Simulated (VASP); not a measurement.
Here is the system:

```xyz
3
Lattice="2.1510 -3.7256 0.0000 2.1510 3.7256 0.0000 0.0000 0.0000 5.8905" Properties=species:S:1:pos:R:3 pbc="T T T"
Te     0.5988     1.0371     3.9270
Te     3.1044     0.0000     0.0000
Te     0.5988    -1.0371     1.9635
```

Method: optB86b-vdW, VASP's PBE PAW potentials (set 64) (plane waves; VASP). Numerical set-up: 520 eV cut-off, 6×6×4 Γ-centred mesh, Gaussian smearing of 0.050 eV, potentials Te.

Problem. The ions and cell shape at fixed volume are relaxed. Give the cell that the relaxation ends in.

Solution. 
```xyz
3
Lattice="2.1275 -3.6849 0.0000 2.1275 3.6849 0.0000 0.0000 0.0000 6.0213" Properties=species:S:1:pos:R:3 pbc="T T T"
Te     2.7393    -2.6251     4.0142
Te     3.0312     0.0000     0.0000
Te     2.7393     2.6251     2.0071
```
Space group P3_121 (152), at a tolerance of 0.03 Å.

Problem. How much energy does the relaxation gain?

Solution. The energy (σ→0) changes by -8.4 meV/atom, in 7 ionic steps.

```csv
step,E(σ→0) (eV),max force (eV/Å),pressure (GPa),volume (Å³)
1,-3.9196,0.274,3.59,94.41
2,-3.9342,0.171,3.07,94.41
3,-3.9443,0.010,2.07,94.41
4,-3.9447,0.015,2.22,94.41
5,-3.9447,0.019,2.24,94.41
6,-3.9448,0.015,2.24,94.41
7,-3.9448,0.007,2.25,94.41
```

The compound is Te in the trig structure. This cell is one point of a volume scan, at 0.94 of the reference volume. Symmetry was kept, so distortions that lower it aren't found.
